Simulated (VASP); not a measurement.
Consider the following.

```
CELL_PARAMETERS angstrom
      3.25097     0.00000     0.00000
     -1.62549     2.81542     0.00000
      0.00000     0.00000    13.39400
ATOMIC_POSITIONS crystal
  Mo 0.00000 0.00000 0.25986
  Mo 0.00000 0.00000 0.74014
  Se 0.66667 0.33333 0.86628
  Se 0.33333 0.66667 0.13372
  S  0.33333 0.66667 0.37318
  S  0.66667 0.33333 0.62682
```

The numbers are results of r2SCAN meta-GGA, VASP's PBE PAW potentials (set 64) (plane waves; VASP), not measurements. Numerical set-up: 400 eV cut-off, 9×9×2 Γ-centred mesh, tetrahedra with Blöchl corrections, potentials Mo_sv Se S.

The cores are frozen, which limits the accuracy of field gradients.

Q: Give the principal components of the electric field gradient (V/Å²) and the asymmetry η at each nucleus.

A: 
```json
[
 {"atom": "Mo1", "Vxx": "37.9", "Vyy": "37.9", "Vzz": "-75.9", "η": "0.00"},
 {"atom": "Mo2", "Vxx": "37.9", "Vyy": "37.9", "Vzz": "-75.9", "η": "0.00"},
 {"atom": "Se3", "Vxx": "53.9", "Vyy": "53.9", "Vzz": "-107.7", "η": "0.00"},
 {"atom": "Se4", "Vxx": "53.9", "Vyy": "53.9", "Vzz": "-107.7", "η": "0.00"},
 {"atom": "S5", "Vxx": "28.3", "Vyy": "28.3", "Vzz": "-56.6", "η": "0.00"},
 {"atom": "S6", "Vxx": "28.3", "Vyy": "28.3", "Vzz": "-56.6", "η": "0.00"}
]
```

The structure comes from a computed database's MoSeS entry (P-3m1); how it stands against other phases isn't given here. It was relaxed first.
